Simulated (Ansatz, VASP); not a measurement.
# Cross-check of Ta3BiC (Ta3BiC antiperovskite) between VASP and Ansatz

Aim: how closely do two programs agree when they are given the same cell, functional and k mesh? The cell is generated by rule, not measured, and may not be a known phase. The cell is taken from a series of runs on this material, whose earlier steps may have relaxed, scaled, displaced or heated it; both programs get it as it stands.

Method: plane waves, with VASP 6.6.1 beside it; relaxation of cell and atoms at PBE, in Ansatz 0.2.0.

The structure was built from a prototype and need not be the compound's stable phase.

### 1. The structure

It takes space group Pm-3m (No. 221, cubic). Conventional cell: a = 4.401 Å, b = 4.401 Å, c = 4.401 Å, α = 90.00°, β = 90.00°, γ = 90.00°. Nearest to Bi lie 12 Ta at 3.11 Å. Nearest to Ta lie 2 C at 2.20 Å and 8 Ta at 3.11 Å and 4 Bi at 3.11 Å. Nearest to C lie 6 Ta at 2.20 Å. Farther neighbours are not listed.

### 2. VASP: relaxation of cell and atoms, PBE

The relaxed volume is the usual yardstick between codes: in a stiff, nearly cubic crystal its relative difference is about their pressure difference at one cell divided by the bulk modulus.

Lines of VASP's logs that name or quote its potential files are left out, and so is its time.

The input, INCAR:

```
SYSTEM = Ta3BiC
PREC = Accurate
ENCUT = 600
EDIFF = 1E-07
NELM = 120
ISMEAR = 0
SIGMA = 0.1
LREAL = .FALSE.
ALGO = Normal
GGA = PE
NBANDS = 32
LASPH = .TRUE.
LORBIT = 11
LWAVE = .FALSE.
LCHARG = .FALSE.
ISIF = 3
IBRION = 2
NSW = 80
EDIFFG = -0.005
GGA_COMPAT = .FALSE.
NELMIN = 4
KPAR = 2
```

The input, POSCAR:

```
Ta3BiC
1.0
    4.4009840000      0.0000000000      0.0000000000
    0.0000000000      4.4009840000      0.0000000000
    0.0000000000      0.0000000000      4.4009840000
Bi Ta C
1 3 1
Direct
    0.0000000000      0.0000000000      0.0000000000
    0.5000000000      0.5000000000      0.0000000000
    0.5000000000      0.0000000000      0.5000000000
    0.0000000000      0.5000000000      0.5000000000
    0.5000000000      0.5000000000      0.5000000000
```

The input, KPOINTS:

```
Automatic mesh
0
Gamma
6 6 6
0 0 0
```

Potentials, in the order of the species: Bi_d, Ta_pv and C (PBE family, release 64).

Run with:

```bash
$ mpirun -np 2 vasp_std
```

Numbers of over 12 decimals in the logs are rounded to 6 here.

The program printed:

```text
[banner, memory and clock lines left out]
running    2 mpi-ranks, on    1 nodes
 distrk:  each k-point on    1 cores,    2 groups
 distr:  one band on    1 cores,    1 groups

 POSCAR found type information on POSCAR BiTaC
 POSCAR found :  3 types and       5 ions
 LDA part: xc-table for (Slater+PW92), standard interpolation
 POSCAR, INCAR and KPOINTS ok, starting setup
 FFT: planning ... GRIDC
 FFT: planning ... GRID_SOFT
 FFT: planning ... GRID
 WAVECAR not read
 entering main loop
       N       E                     dE             d eps       ncg     rms          rms(c)
DAV:   1     0.573729006872E+03    0.57373E+03   -0.30575E+04  1280   0.204E+03
DAV:   2    -0.648657408410E+01   -0.58022E+03   -0.56811E+03  1336   0.554E+02
DAV:   3    -0.509154636377E+02   -0.44429E+02   -0.43332E+02  1608   0.144E+02
DAV:   4    -0.530669552350E+02   -0.21515E+01   -0.21177E+01  1648   0.279E+01
DAV:   5    -0.531478785689E+02   -0.80923E-01   -0.80770E-01  1784   0.551E+00    0.278E+01
DAV:   6    -0.474347776882E+02    0.57131E+01   -0.29795E+01  1568   0.225E+01    0.115E+01
DAV:   7    -0.473392737656E+02    0.95504E-01   -0.19046E+00  1600   0.612E+00    0.620E+00
DAV:   8    -0.472938764080E+02    0.45397E-01   -0.50279E-01  1456   0.352E+00    0.834E-01
DAV:   9    -0.472780237323E+02    0.15853E-01   -0.11330E-01  1616   0.133E+00    0.287E-01
DAV:  10    -0.472778877797E+02    0.13595E-03   -0.15999E-02  1536   0.610E-01    0.150E-01
DAV:  11    -0.472777147542E+02    0.17303E-03   -0.10658E-03  1656   0.202E-01    0.423E-02
DAV:  12    -0.472776871459E+02    0.27608E-04   -0.46655E-04  1592   0.784E-02    0.183E-02
DAV:  13    -0.472776858861E+02    0.12598E-05   -0.36937E-05  1616   0.252E-02    0.877E-03
DAV:  14    -0.472776854525E+02    0.43361E-06   -0.46604E-06  1608   0.109E-02    0.414E-03
DAV:  15    -0.472776850082E+02    0.44431E-06   -0.10563E-06  1528   0.431E-03    0.155E-03
DAV:  16    -0.472776849202E+02    0.88038E-07   -0.77255E-08  1040   0.165E-03
   1 F= -.47277685E+02 E0= -.47258338E+02  d E =-.472777E+02
 curvature:   0.00 expect dE= 0.000E+00 dE for cont linesearch  0.000E+00
 trial: gam= 0.00000 g(F)=  0.000E+00 g(S)=  0.102E-02 ort = 0.000E+00 (trialstep = 0.100E+01)
 search vector abs. value=  0.102E-02
 bond charge predicted
       N       E                     dE             d eps       ncg     rms          rms(c)
DAV:   1    -0.472880181957E+02   -0.10333E-01   -0.33763E-01  1600   0.607E+00    0.744E-01
DAV:   2    -0.472791874737E+02    0.88307E-02   -0.18024E-02  1632   0.129E+00    0.308E-01
DAV:   3    -0.472772638191E+02    0.19237E-02   -0.74393E-03  1688   0.774E-01    0.590E-02
DAV:   4    -0.472772670801E+02   -0.32610E-05   -0.25748E-04  1464   0.111E-01    0.471E-02
DAV:   5    -0.472772842176E+02   -0.17137E-04   -0.87161E-05  1872   0.484E-02    0.143E-02
DAV:   6    -0.472772863978E+02   -0.21802E-05   -0.20872E-05  1584   0.212E-02    0.484E-03
DAV:   7    -0.472772863882E+02    0.95806E-08   -0.36588E-06  1512   0.127E-02    0.525E-03
DAV:   8    -0.472772868651E+02   -0.47691E-06   -0.49620E-07  1248   0.482E-03    0.119E-03
DAV:   9    -0.472772867352E+02    0.12989E-06   -0.65020E-08   800   0.182E-03    0.203E-04
DAV:  10    -0.472772867533E+02   -0.18102E-07   -0.14798E-08   800   0.998E-04
   2 F= -.47277287E+02 E0= -.47258166E+02  d E =0.398167E-03
 trial-energy change:    0.000398  1 .order    0.000416   -0.001017    0.001849
 step:   0.3635(harm=  0.3548)  dis= 0.00000  next Energy=   -47.277871 (dE=-0.186E-03)
 bond charge predicted
       N       E                     dE             d eps       ncg     rms          rms(c)
DAV:   1    -0.472822377746E+02   -0.49510E-02   -0.13752E-01  1600   0.390E+00    0.472E-01
DAV:   2    -0.472786762954E+02    0.35615E-02   -0.72598E-03  1608   0.819E-01    0.196E-01
DAV:   3    -0.472778855601E+02    0.79074E-03   -0.30248E-03  1688   0.493E-01    0.372E-02
DAV:   4    -0.472778798347E+02    0.57254E-05   -0.10363E-04  1384   0.703E-02    0.296E-02
DAV:   5    -0.472778749022E+02    0.49325E-05   -0.34270E-05  1856   0.307E-02    0.883E-03
DAV:   6    -0.472778719771E+02    0.29251E-05   -0.78962E-06  1560   0.132E-02    0.302E-03
DAV:   7    -0.472778719564E+02    0.20705E-07   -0.13618E-06  1512   0.780E-03    0.308E-03
DAV:   8    -0.472778715859E+02    0.37053E-06   -0.22789E-07  1040   0.332E-03    0.534E-04
DAV:   9    -0.472778717142E+02   -0.12836E-06   -0.24641E-08   760   0.123E-03    0.114E-04
DAV:  10    -0.472778717013E+02    0.12921E-07   -0.58329E-09   744   0.602E-04
   3 F= -.47277872E+02 E0= -.47258604E+02  d E =-.186781E-03
 curvature:  -0.18 expect dE=-0.776E-07 dE for cont linesearch -0.776E-07
 trial: gam= 0.00000 g(F)=  0.118E-65 g(S)=  0.438E-06 ort =-0.211E-04 (trialstep = 0.873E+00)
 search vector abs. value=  0.438E-06
 reached required accuracy - stopping structural energy minimisation
```

From OUTCAR (step 2):

```text
ion  position               nearest neighbor table
   1  0.000  0.000  0.000-   2 3.11   3 3.11   4 3.11   3 3.11   4 3.11   2 3.11   4 3.11   4 3.11
                             2 3.11   3 3.11   3 3.11   2 3.11
   2  0.500  0.500  0.000-   5 2.20   5 2.20   4 3.11   1 3.11   3 3.11   4 3.11   3 3.11   1 3.11
                             3 3.11   3 3.11   1 3.11   4 3.11   4 3.11   1 3.11
   3  0.500  0.000  0.500-   5 2.20   5 2.20   4 3.11   1 3.11   1 3.11   2 3.11   2 3.11   4 3.11
                             2 3.11   2 3.11   1 3.11   4 3.11   1 3.11   4 3.11
   4  0.000  0.500  0.500-   5 2.20   5 2.20   3 3.11   1 3.11   1 3.11   2 3.11   1 3.11   3 3.11
                             1 3.11   2 3.11   3 3.11   2 3.11   2 3.11   3 3.11
   5  0.500  0.500  0.500-   2 2.20   3 2.20   4 2.20   2 2.20   3 2.20   4 2.20

  LATTYP: Found a simple cubic cell.
 ALAT       =     4.4009840000

 Subroutine GETGRP returns: Found 48 space group operations
 (whereof 48 operations were pure point group operations)

The static configuration has the point symmetry O_h .

 Found     20 irreducible k-points:

   k-points           NKPTS =     20   k-points in BZ     NKDIM =     20   number of bands    NBANDS=     32

   dimension x,y,z NGX =    36 NGY =   36 NGZ =   36
   dimension x,y,z NGXF=    72 NGYF=   72 NGZF=   72

   ENCUT  =  600.0 eV  44.10 Ry    6.64 a.u.   8.79  8.79  8.79*2*pi/ulx,y,z

   NELECT =      52.0000    total number of electrons

 k-points in reciprocal lattice and weights: Automatic mesh
   0.00000000  0.00000000  0.00000000       0.005
   0.16666667  0.00000000  0.00000000       0.028
   0.33333333  0.00000000  0.00000000       0.028
   0.50000000  0.00000000  0.00000000       0.014
   0.16666667  0.16666667  0.00000000       0.056
   0.33333333  0.16666667  0.00000000       0.111
   0.50000000  0.16666667  0.00000000       0.056
   0.33333333  0.33333333  0.00000000       0.056
   0.50000000  0.33333333  0.00000000       0.056
[...]
0.50000000  0.50000000  0.33333333       0.028
   0.50000000  0.50000000  0.50000000       0.005

 average (electrostatic) potential at core
       1-103.4215       2 -35.0009       3 -35.0009       4 -35.0009       5 -46.6977

 E-fermi :   7.8461

 k-point     1 :       0.0000    0.0000    0.0000
  band No.  band energies     occupation
    ...
     24       5.1444      2.00000
     25       7.5561      1.99996
     26       7.5561      1.99996
     27       7.5561      1.99996
     28       7.7987      1.49772
     29       9.1595      0.00000
     30       9.1595      0.00000
     31       9.1595      0.00000
     32      10.5925      0.00000

 k-point     2 :       0.1667    0.0000    0.0000
  band No.  band energies     occupation
    ...
     21       4.9861      2.00000
     22       4.9907      2.00000
     23       5.2345      2.00000
     24       5.2666      2.00000
     25       6.1625      2.00000
     26       7.9019      0.42994
     27       7.9019      0.42993
     28       8.9002      0.00000
     29       9.1127      0.00000
     30       9.6945      0.00000
    ...

 k-point     3 :       0.3333    0.0000    0.0000
  band No.  band energies     occupation
    ...
     21       4.7727      2.00000
     22       4.7727      2.00000
     23       5.4465      2.00000
     24       5.7884      2.00000
     25       6.7129      2.00000
     26       8.3832      0.00000
     27       8.5228      0.00000
     28       8.5228      0.00000
     29       9.0267      0.00000
     30       9.8889      0.00000
    ...

  Total        0.0038885      0.0038885      0.0038885     -0.0000000     -0.0000000      0.0000000
  in kB        0.0732327      0.0732327      0.0732327     -0.0000000     -0.0000000      0.0000000
  external PRESSURE =       0.0732327 kB  Pullay stress =       0.0000000 kB

  energy-cutoff  :      600.00
  volume of cell :       85.07
      direct lattice vectors                 reciprocal lattice vectors
     4.398090399 -0.000000000  0.000000000     0.227371407  0.000000000  0.000000000
    -0.000000000  4.398090399 -0.000000000     0.000000000  0.227371407  0.000000000
    -0.000000000 -0.000000000  4.398090399    -0.000000000  0.000000000  0.227371407

 POSITION                                       TOTAL-FORCE (eV/Angst)
 -----------------------------------------------------------------------------------
      0.00000      0.00000      0.00000         0.000000      0.000000      0.000000
      2.19905      2.19905     -0.00000         0.000000      0.000000      0.000000
      2.19905     -0.00000      2.19905         0.000000     -0.000000      0.000000
     -0.00000      2.19905      2.19905        -0.000000     -0.000000      0.000000
      2.19905      2.19905      2.19905         0.000000      0.000000      0.000000
 -----------------------------------------------------------------------------------
    total drift:                                0.000000      0.000000      0.000000

  FREE ENERGIE OF THE ION-ELECTRON SYSTEM (eV)
  ---------------------------------------------------
  free  energy   TOTEN  =       -47.2778717013 eV

  energy  without entropy=      -47.2393365849  energy(sigma->0) =      -47.25860414

 reached required accuracy - stopping structural energy minimisation

 total charge
# of ion       s       p       d       tot
------------------------------------------
    1        1.409   1.551  10.001  12.961
    2        0.291   6.162   2.414   8.867
    3        0.291   6.162   2.414   8.867
    4        0.291   6.162   2.414   8.867
    5        0.871   1.573   0.000   2.444
--------------------------------------------------
tot          3.152  21.610  17.244  42.007

[... 3 further parts left out ...]
```

The k-mesh is coarse for a metal.

(Continued in part 2 of 2.)

[Lines on the potential files, build, host, timing and source positions are cut from VASP's logs without a mark.]

[Logs are printed without paths, hosts, clocks, repeated set-up lines and the standing remarks that a program may print on its own settings, such as how far it seeks lower states.]

[Hosts, paths, dates, database ids (printed as entryN), source tags and the programs' standing remarks are cut or masked in the printed files.]
